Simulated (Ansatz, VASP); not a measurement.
**BeAl2 in VASP and in Ansatz**

```
CELL_PARAMETERS angstrom
4.37208 0.00000 0.00000
-2.18604 3.78633 0.00000
0.00000 0.00000 5.20468
ATOMIC_POSITIONS crystal
Be 0.33333 0.66667 0.00000
Be 0.66667 0.33333 0.00000
Al 0.00000 0.00000 0.75728
Al 0.00000 0.00000 0.24272
Al 0.33333 0.66667 0.50000
Al 0.66667 0.33333 0.50000
```

Alike in both runs: functional PBE; k mesh 6 × 6 × 4; occupations gaussian, width 0.1 eV; no spin polarisation.

Ansatz relaxed the structure, and its values are those at the end. VASP's run is a single point on that final structure, the one shown.

|  | VASP | Ansatz |
| --- | --- | --- |
| version | VASP 6.6.1 | Ansatz 0.2.0 |
| potentials or method | VASP PAW PBE potentials, release 64 (Be, Al) | scalar-relativistic, plane waves, PAW |
| plane-wave cutoff (eV) | 520 | 420 |
| valence electrons in the cell | 16 | 16 |

```csv
,VASP,Ansatz,Ansatz less VASP
gap on the k mesh at the Fermi level (eV),none,none,-
pressure (GPa),0.2,0.2,+0.01
```

A gap of «none» marks a metal or a gap that the smearing closes. The functional is the same, so the differences come from potentials, cutoffs and numerics.
